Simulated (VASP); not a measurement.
Calculation: PBE GGA, VASP's PBE PAW potentials (set 64) (plane waves; VASP).

The input files of a VASP run:

File POSCAR:
```
TeW
1
    0.0000000000     3.0144170000     3.0144170000
    3.0144170000     0.0000000000     3.0144170000
    3.0144170000     3.0144170000     0.0000000000
Te W
1 1
Direct
  0.0000000000   0.0000000000   0.0000000000
  0.5000000000   0.5000000000   0.5000000000
```

**INCAR**
```
! general
SYSTEM  = TeW
PREC    = Accurate
ENCUT   = 400
LREAL   = .FALSE.
LASPH   = .TRUE.
NELECT  = 19.9

! electronic loop
EDIFF   = 1E-6
NELM    = 100
ALGO    = Normal
LMAXMIX = 6

! smearing
ISMEAR  = 0
SIGMA   = 0.05

! functional
GGA     = PE

! ions
ISIF    = 2

! output
LWAVE   = .FALSE.
LCHARG  = .FALSE.
```

### KPOINTS
```
kpoints
0
G
7 7 7
0 0 0
```

POTCAR, in this order: Te W_sv (PBE.64 set). Program: vasp_std.

The run wrote:

File OUTCAR:
```
 ion  position               nearest neighbor table
   1  0.000  0.000  0.000-   2 3.01   2 3.01   2 3.01   2 3.01   2 3.01   2 3.01
   2  0.500  0.500  0.500-   1 3.01   1 3.01   1 3.01   1 3.01   1 3.01   1 3.01
  LATTYP: Found a face centered cubic cell.
 ALAT       =     6.0288340000
 Subroutine PRICEL returns:
 Original cell was already a primitive cell.
 Subroutine GETGRP returns: Found 48 space group operations
The static configuration has the point symmetry O_h .
The dynamic configuration has the point symmetry O_h .
 Subroutine INISYM returns: Found 48 space group operations
 Subroutine IBZKPT returns following result:
 Found     20 irreducible k-points:

 Following reciprocal coordinates:
            Coordinates               Weight
  0.000000  0.000000  0.000000      1.000000
  0.142857  0.000000  0.000000      8.000000
  0.285714  0.000000  0.000000      8.000000
  0.428571  0.000000  0.000000      8.000000
  0.142857  0.142857  0.000000      6.000000
  0.285714  0.142857  0.000000     24.000000
  0.428571  0.142857  0.000000     24.000000
 -0.428571  0.142857  0.000000     24.000000
 -0.285714  0.142857  0.000000     24.000000
...
```

File OSZICAR:
```
       N       E                     dE             d eps       ncg     rms          rms(c)
DAV:   1     0.896516780212E+02    0.89652E+02   -0.98948E+03   680   0.103E+03
DAV:   2    -0.103461625508E+02   -0.99998E+02   -0.98616E+02   662   0.269E+02
DAV:   3    -0.137372923297E+02   -0.33911E+01   -0.31526E+01   710   0.445E+01
DAV:   4    -0.137963700420E+02   -0.59078E-01   -0.59023E-01   602   0.629E+00
DAV:   5    -0.137972166654E+02   -0.84662E-03   -0.84662E-03   662   0.876E-01    0.938E+00
DAV:   6    -0.131275148310E+02    0.66970E+00   -0.43477E+00   608   0.136E+01    0.282E+00
DAV:   7    -0.130797569209E+02    0.47758E-01   -0.29503E-01   590   0.350E+00    0.194E+00
DAV:   8    -0.130704496913E+02    0.93072E-02   -0.52268E-02   668   0.150E+00    0.482E-01
DAV:   9    -0.130704932892E+02   -0.43598E-04   -0.10939E-03   710   0.279E-01    0.301E-01
DAV:  10    -0.130705150759E+02   -0.21787E-04   -0.69172E-04   632   0.253E-01    0.565E-02
DAV:  11    -0.130705131546E+02    0.19214E-05   -0.62085E-05   608   0.699E-02    0.168E-02
DAV:  12    -0.130705102265E+02    0.29280E-05   -0.43424E-06   490   0.143E-02    0.440E-03
DAV:  13    -0.130705097473E+02    0.47928E-06   -0.35647E-07   280   0.625E-03
   1 F= -.13070510E+02 E0= -.13065382E+02  d E =-.102549E-01
```

### OUTCAR
```
------------------------ aborting loop because EDIFF is reached ----------------------------------------
  FORCE on cell =-STRESS in cart. coord.  units (eV):
  Direction    XX          YY          ZZ          XY          YZ          ZX
  --------------------------------------------------------------------------------------
  Total       -6.5207307     -6.5207307     -6.5207307     -0.0000000      0.0000000      0.0000000
  in kB     -190.7070984   -190.7070984   -190.7070984     -0.0000000      0.0000000      0.0000000
  external PRESSURE =    -190.7070984 kB  Pullay stress =       0.0000000 kB
  volume of cell :       54.78
      direct lattice vectors                 reciprocal lattice vectors
     0.000000000  3.014417000  3.014417000    -0.165869553  0.165869553  0.165869553
     3.014417000  0.000000000  3.014417000     0.165869553 -0.165869553  0.165869553
     3.014417000  3.014417000  0.000000000     0.165869553  0.165869553 -0.165869553
 POSITION                                       TOTAL-FORCE (eV/Angst)
 -----------------------------------------------------------------------------------
      0.00000      0.00000      0.00000        -0.000000     -0.000000      0.000000
      3.01442      3.01442      3.01442         0.000000      0.000000     -0.000000
 -----------------------------------------------------------------------------------
    total drift:                                0.000000      0.000000      0.000000
  FREE ENERGIE OF THE ION-ELECTRON SYSTEM (eV)
  ---------------------------------------------------
  free  energy   TOTEN  =       -13.0705097473 eV

  energy  without entropy=      -13.0602548129  energy(sigma->0) =      -13.06538228
```
(Selected blocks of OUTCAR.)

The cell is charged, with a uniform compensating background.

The structure was generated: TeW was put into the rocksalt type (Fm-3m), which need not be its known phase. The cell was not relaxed at this level. The run is one of a series of settings (NELECT = 19.9 against the base run), some of them coarse on purpose.
